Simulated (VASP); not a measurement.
Data:

```
AlRu
1.0
    3.03657     0.00000     0.00000
    0.00000     3.03657     0.00000
    0.00000     0.00000     3.03657
Al Ru
1 1
Direct
  0.50000   0.50000   0.50000
  0.00000   0.00000   0.00000
```

These are r2SCAN+rVV10, VASP's PBE PAW potentials (set 64) (plane waves; VASP 6.6.1) values and carry that method's errors. Settings: 520 eV cut-off, 12×12×12 Γ-centred mesh, first-order Methfessel-Paxton smearing of 0.10 eV, potentials Al Ru_pv.

**Question.** Give the stress tensor in GPa (positive for a compressed cell).

**Answer.** 
```
-11.80    0.00    0.00
  0.00  -11.80    0.00
  0.00    0.00  -11.80
```
The pressure is its mean diagonal, -11.80 GPa.

The compound is RuAl in the CsCl type structure. This cell is one point of a volume scan, at 1.06 of the reference volume. The electron count is odd and the run is not spin-polarised, which forces a metal.
